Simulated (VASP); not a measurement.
A VASP calculation is set up with these files.

POSCAR:
```
W2C
1
    3.1256760000     0.0000000000     0.0000000000
   -1.5628380000     2.7069150000     0.0000000000
    0.0000000000     0.0000000000    16.5413520000
C W
1 2
Direct
  0.0000000000   0.0000000000   0.5000000000
  0.3333330000   0.6666670000   0.5768180000
  0.6666670000   0.3333330000   0.4231820000
```

**INCAR**
```
ALGO=Normal
EDIFF=1E-6
ENCUT=320
ISIF=2
ISMEAR=0
LASPH=.TRUE.
LCHARG=.FALSE.
LMAXMIX=6
LREAL=.FALSE.
LWAVE=.FALSE.
NELM=100
PREC=Accurate
SIGMA=0.136
SYSTEM=W2C
```

File KPOINTS:
```
Automatic mesh
0
Gamma
6 6 1
0 0 0
```

POTCAR, in this order: C W_sv (LDA.64 set). Program: vasp_std.

Question: Translate this LDA calculation to Ansatz.

Answer: One equivalent input (not run):
Ansatz 0.2 input:
```yaml
crystal:
  lattice:
    - [3.1256760, 0.0000000, 0.0000000]
    - [-1.5628380, 2.7069150, 0.0000000]
    - [0.0000000, 0.0000000, 16.5413520]
  atoms:
    - { symbol: C, position: [0.0000000, 0.0000000, 0.5000000] }
    - { symbol: W, position: [0.3333330, 0.6666670, 0.5768180] }
    - { symbol: W, position: [0.6666670, 0.3333330, 0.4231820] }
kpoints:
  mp_grid: { grid: [6, 6, 1] }
hamiltonian:
  xc: lda
  pseudopotentials: { kind: paw }
scf:
  occupations: { method: gaussian, width: 0.136 }
  max_iter: 100
output: { forces: true, stress: true, eigenvalues: true }
```
Limits of the translation: each code has its own PAW files, so the cut-off isn't converted (ENCUT is set for VASP's; basis.ecutwfc is left out, and Ansatz then takes the one that its files recommend); Ansatz stops its SCF on the density residual and VASP on the energy change (EDIFF); Ansatz's lda is the Perdew-Wang form, while the LDA potentials of VASP carry Perdew-Zunger's.

The cell is a sheet with vacuum, built from a generated structure.
